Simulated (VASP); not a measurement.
Crystal: Bi9Sb7.

```
Bi Sb
1.0
     8.87735    0.00000    0.00000
     4.43867   -7.68801    0.00000
     4.43867   -2.56267   -7.70871
Bi Sb
9 7
Cartesian
  4.4387 -5.1253 -1.1486
  2.2193 -1.2813 -1.1486
  6.6580 -6.4067 -5.0030
  4.4387 -2.5627 -5.0030
  8.8773 -2.5627 -5.0030
  6.6580 -3.8440 -2.7058
  11.0967 -8.9693 -6.5601
  8.8773 -5.1253 -6.5601
  15.5354 -8.9693 -6.5601
  8.8773 -5.1253 -1.1486
  6.6580 -1.2813 -1.1486
  11.0967 -6.4067 -5.0030
  8.8773 -7.6880 -2.7058
  13.3160 -7.6880 -2.7058
  11.0967 -3.8440 -2.7058
  13.3160 -5.1253 -6.5601
```

The cell was built by a generator and needn't be a form met in nature.

```yaml
Program: VASP 6.6.1
Task: relaxation of cell and atoms
Functional: PBE
Dispersion: D3(BJ)
Potentials_or_basis: VASP PAW PBE potentials, release 64 (Bi_d, Sb)
Cutoff: 600 eV
k_mesh: 4 × 4 × 4
Occupations: gaussian, width 0.03 eV
Spin: no spin polarisation
```

At the start: pressure 0.2 GPa; volume 32.88 Å³/atom.

How do energy, volume and symmetry change on relaxing?

Over 23 steps the energy falls by 11.9 meV/atom and the volume is 32.64 Å³/atom (-0.7 %); space group Cm (No. 8, to 0.05 Å).

Step by step:
```csv
step,energy change (eV),largest force (eV/Å),pressure (GPa),volume (Å³)
1,0.0000,0.6643,0.23,526.11
2,-0.1163,0.3124,-0.39,529.74
3,-0.1456,0.1530,-0.84,532.79
4,-0.1705,0.1776,0.46,519.35
5,-0.1782,0.1241,0.02,523.65
6,-0.1827,0.0907,0.01,523.24
7,-0.1866,0.0774,0.02,522.02
8,-0.1870,0.0769,0.02,522.30
9,-0.1884,0.0416,-0.05,522.77
10,-0.1886,0.0298,-0.10,523.06
11,-0.1891,0.0216,0.02,521.83
12,-0.1891,0.0208,0.01,521.94
13,-0.1893,0.0188,0.01,521.99
14,-0.1896,0.0125,0.01,522.13
15,-0.1894,0.0329,0.01,522.41
16,-0.1896,0.0152,0.00,522.23
17,-0.1897,0.0124,0.00,522.35
18,-0.1897,0.0125,0.00,522.41
19,-0.1899,0.0108,-0.01,522.45
20,-0.1900,0.0151,-0.02,522.57
21,-0.1901,0.0114,0.01,522.20
22,-0.1901,0.0113,0.01,522.15
23,-0.1901,0.0060,0.01,522.18
```

Final structure:
```cif
data_structure
_symmetry_space_group_name_H-M 'P 1'
_symmetry_Int_Tables_number 1
_cell_length_a 8.8966
_cell_length_b 8.8958
_cell_length_c 9.1868
_cell_angle_alpha 61.043
_cell_angle_beta 61.071
_cell_angle_gamma 60.003
_cell_volume 522.18
loop_
_atom_site_label
_atom_site_type_symbol
_atom_site_fract_x
_atom_site_fract_y
_atom_site_fract_z
_atom_site_occupancy
Bi1 Bi 0.11003 0.61971 0.15054 1
Bi2 Bi 0.11583 0.11698 0.15022 1
Bi3 Bi 0.11488 0.61701 0.64327 1
Bi4 Bi 0.11488 0.12484 0.64327 1
Bi5 Bi 0.62128 0.11921 0.64029 1
Bi6 Bi 0.39017 0.37969 0.35045 1
Bi7 Bi 0.38604 0.87460 0.85386 1
Bi8 Bi 0.38604 0.38549 0.85386 1
Bi9 Bi 0.87977 0.88021 0.85982 1
Sb1 Sb 0.62001 0.62049 0.14996 1
Sb2 Sb 0.62001 0.10954 0.14996 1
Sb3 Sb 0.62620 0.61544 0.64292 1
Sb4 Sb 0.38960 0.88000 0.35040 1
Sb5 Sb 0.87487 0.88581 0.35437 1
Sb6 Sb 0.87487 0.38496 0.35437 1
Sb7 Sb 0.87552 0.38601 0.85245 1
```

Caveat: pairwise dispersion overbinds metals, which lowers pressure and volume.
